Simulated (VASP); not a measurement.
Wanted: the native input for a VASP 6.6.1 run.

```
Task                   : relaxation of cell and atoms
Functional             : PBE
Potentials or basis    : VASP PAW PBE potentials, release 64 (Na_pv, Zr_sv, S)
Cutoff                 : 600 eV
k mesh                 : 6 × 6 × 6
Occupations            : fermi-dirac, width 0.05 eV
Spin                   : no spin polarisation
Hubbard terms          : Zr d U = 8 eV
Further INCAR settings : ALGO = Normal; EDIFF = 1e-06; IBRION = 2; EDIFFG = -0.005; NSW = 40; ISIF = 3
```

The structure of Na2ZrS2 lies in POSCAR:

```
Na2ZrS2
1.0
   -2.4761800000      2.4761800000      4.0403500000
    2.4761800000     -2.4761800000      4.0403500000
    2.4761800000      2.4761800000     -4.0403500000
Na Zr S
2 1 2
Direct
    0.3567700000      0.3567700000      0.0000000000
    0.6432300000      0.6432300000      0.0000000000
    0.0000000000      0.0000000000      0.0000000000
    0.7500000000      0.2500000000      0.5000000000
    0.2500000000      0.7500000000      0.5000000000
```

The cell was built by a generator and needn't be a form met in nature.

One way to write it, as run:

INCAR

```
SYSTEM = Na2ZrS2
ALGO = Normal ; EDIFF = 1E-6
EDIFFG = -0.005 ; ENCUT = 600
GGA = PE ; IBRION = 2
ISIF = 3 ; ISMEAR = -1
LASPH = .True. ; LCHARG = .False.
LDAU = .True. ; LDAUJ = 0 0 0
LDAUL = -1 2 -1 ; LDAUPRINT = 1
LDAUTYPE = 2 ; LDAUU = 0 8 0
LMAXMIX = 4 ; LREAL = .False.
LWAVE = .False. ; NELM = 80
NSW = 40 ; PREC = Accurate
SIGMA = 0.05
```

KPOINTS

```
k-points
0
Gamma
  6 6 6
  0 0 0
```

Potentials or basis: VASP PAW PBE potentials, release 64 (Na_pv, Zr_sv, S).

The run is started by

```console
$ cat potpaw_PBE.64/Na_pv/POTCAR potpaw_PBE.64/Zr_sv/POTCAR potpaw_PBE.64/S/POTCAR > POTCAR
$ mpirun -np 1 vasp_std > vasp.out
```

Results of the run:

```yaml
Relaxed_volume: 20.22 Å³/atom
Relaxed_cell: a = 5.439 Å, b = 5.439 Å, c = 5.439 Å, α = 126.27°, β = 126.27°, γ = 79.44°
Space_group_after_relaxing_to_0.05_Å: I4/mmm (No. 139)
Energy_gained_by_relaxing: 11.5 meV/atom
Ionic_steps: 7
Pressure_after_relaxing: 0.0 GPa
Band_gap_on_the_k_mesh: none (metal or under the smearing width)
```

Caveat: U without spin polarisation on a metal has little footing.

Wall time 14 min on 1 thread of AMD EPYC 7R13 Processor (Zen 3), on a shared host, peak memory 0.36 GiB.
